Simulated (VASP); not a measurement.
Given:

```xyz
3
Lattice="0.0000 2.4764 2.4764 2.4764 0.0000 2.4764 2.4764 2.4764 0.0000" Properties=species:S:1:pos:R:3 pbc="T T T"
Hf     0.0000     0.0000     0.0000
O      1.2382     1.2382     1.2382
O      3.7145     3.7145     3.7145
```

Level of theory: LDA (Ceperley-Alder, Perdew-Zunger), VASP's LDA PAW potentials (set 64) (plane waves; VASP 6.6.1). Run with 620 eV cut-off, 8×8×8 Γ-centred mesh, Gaussian smearing of 0.050 eV, potentials Hf_pv O.

Task: The ions, cell shape and volume at an external pressure of 10.0 GPa are relaxed. What does this cell relax into?

Result: 
```xyz
3
Lattice="0.0000 2.4636 2.4636 2.4636 0.0000 2.4636 2.4636 2.4636 0.0000" Properties=species:S:1:pos:R:3 pbc="T T T"
Hf     0.0000     0.0000     0.0000
O      1.2318     1.2318     1.2318
O      3.6954     3.6954     3.6954
```
Space group Fm-3m (225), at a tolerance of 0.03 Å.

Task: How do energy and volume change from the first to the last step?

Result: The energy (σ→0) changes by +7.2 meV/atom and the volume by -1.5 %, in 3 ionic steps.

The compound is HfO2 in the fluorite structure, the high-temperature cubic form, which is unstable at 0 K; the monoclinic form is the stable one. This run relaxes it under an external pressure of 10 GPa. Symmetry was kept, so distortions that lower it aren't found.
